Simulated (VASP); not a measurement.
Given:

```
CELL_PARAMETERS angstrom
      0.00000     2.47754     2.47754
      2.47754     0.00000     2.47754
      2.47754     2.47754     0.00000
ATOMIC_POSITIONS crystal
  Mo 0.00000 0.00000 0.00000
  Si 0.50000 0.50000 0.50000
```

These are PBEsol GGA, VASP's PBE PAW potentials (set 64) (plane waves; VASP) values and carry that method's errors. Run with 400 eV cut-off, 14×14×14 Γ-centred mesh, tetrahedra with Blöchl corrections, potentials Mo_sv Si.

Q: What does the run give for the energy per atom (σ→0), band gap (on the k-mesh) with the smallest direct gap where there is one?

A: 
```json
{
 "band gap (on the k-mesh)": "none (metal, semimetal or under 0.01 eV)",
 "energy per atom (σ→0)": "-8.564 eV/atom"
}
```

The absolute energy has meaning only against runs of the same code, potentials and settings.

The structure was generated: MoSi was put into the rock salt type (Fm-3m), which need not be its known phase. It was relaxed first, which changed the volume by -35 %.
